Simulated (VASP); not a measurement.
```
CELL_PARAMETERS angstrom
     11.06711     0.00000     0.00000
      0.00000    11.06711     0.00000
      0.00000     0.00000    11.06711
ATOMIC_POSITIONS crystal
  Ga 0.49901 0.00164 0.00162
  Ga 0.75005 0.25032 0.99994
  Ga 0.74995 0.99995 0.24980
  Ga 0.00029 0.99968 0.99951
  Ga 0.25167 0.24953 0.00139
  Ga 0.50029 0.50025 0.99964
  Ga 0.75055 0.74821 0.00148
  Ga 0.25154 0.00167 0.24930
  Ga 0.50893 0.25836 0.25814
  Ga 0.74085 0.49060 0.25933
  Ga 0.50015 0.00007 0.49997
  Ga 0.74071 0.25955 0.48949
  Ga 0.75059 0.00194 0.74826
  Ga 0.99815 0.50092 0.00174
  Ga 0.24952 0.75046 0.99968
  Ga 0.99997 0.24993 0.24963
  Ga 0.24922 0.49981 0.24992
  Ga 0.50036 0.75041 0.24976
  Ga 0.99812 0.00180 0.50074
  Ga 0.24936 0.24979 0.49976
  Ga 0.50611 0.49407 0.49426
  Ga 0.75011 0.75050 0.49969
  Ga 0.24958 0.99966 0.75034
  Ga 0.50064 0.24964 0.75012
  Ga 0.75027 0.49935 0.75006
  Ga 0.99823 0.74850 0.24956
  Ga 0.99995 0.49984 0.50023
  Ga 0.25138 0.74856 0.50080
  Ga 0.99817 0.24946 0.74832
  Ga 0.25129 0.50078 0.74872
  Ga 0.49920 0.74905 0.74866
  Ga 0.00031 0.75037 0.75045
  P  0.62592 0.12882 0.12858
  P  0.87106 0.37428 0.12897
  P  0.87115 0.12882 0.37378
  P  0.12507 0.12523 0.12490
  P  0.37898 0.37638 0.12883
  P  0.62413 0.62079 0.12921
  P  0.87468 0.87498 0.12493
  P  0.37905 0.12913 0.37592
  P  0.87094 0.62094 0.37615
  P  0.62439 0.12940 0.62033
  P  0.87068 0.37549 0.62049
  P  0.87476 0.12529 0.87506
  P  0.12478 0.62514 0.12518
  P  0.37507 0.87496 0.12517
  P  0.12466 0.37484 0.37495
  P  0.37851 0.62144 0.37361
  P  0.62499 0.87520 0.37484
  P  0.12481 0.12507 0.62504
  P  0.37842 0.37346 0.62159
  P  0.62642 0.62165 0.62165
  P  0.87480 0.87508 0.62504
  P  0.37520 0.12511 0.87479
  P  0.62506 0.37494 0.87495
  P  0.87481 0.62470 0.87477
  P  0.12500 0.87520 0.37506
  P  0.12491 0.62485 0.62500
  P  0.37509 0.87518 0.62479
  P  0.12463 0.37501 0.87498
  P  0.37516 0.62512 0.87495
  P  0.62513 0.87535 0.87504
  P  0.12501 0.87501 0.87497
  O  0.62758 0.37345 0.37361
```
Cell charge +1.

These are HSE06 screened hybrid, VASP's PBE PAW potentials (set 64) (plane waves; VASP) values and carry that method's errors. Settings: PREC = Normal, LREAL = Auto, ISYM = 0, NELECT = 256.0, EDIFF = 1E-5, 400 eV cut-off, 1×1×1 Γ-centred mesh, Gaussian smearing of 0.050 eV, potentials Ga P O.

The cell is charged, with a uniform compensating background. The supercell is sampled at Γ alone, which is coarse: total energies, pressure and levels can be off, energies of defects by several tenths of an eV.

Problem. Estimate the energy per atom (σ→0).

Solution. 
```yaml
energy per atom (σ→0): -5.416 eV/atom
```

Total energies compare only between runs with the same potentials, cut-off and functional.

The cell is a supercell with a defect, built from GaP (zinc blende): O_P, charge +1. The cell's shape comes from a PBE relaxation. The run is not spin-polarised, so no state with unpaired spins was tried.
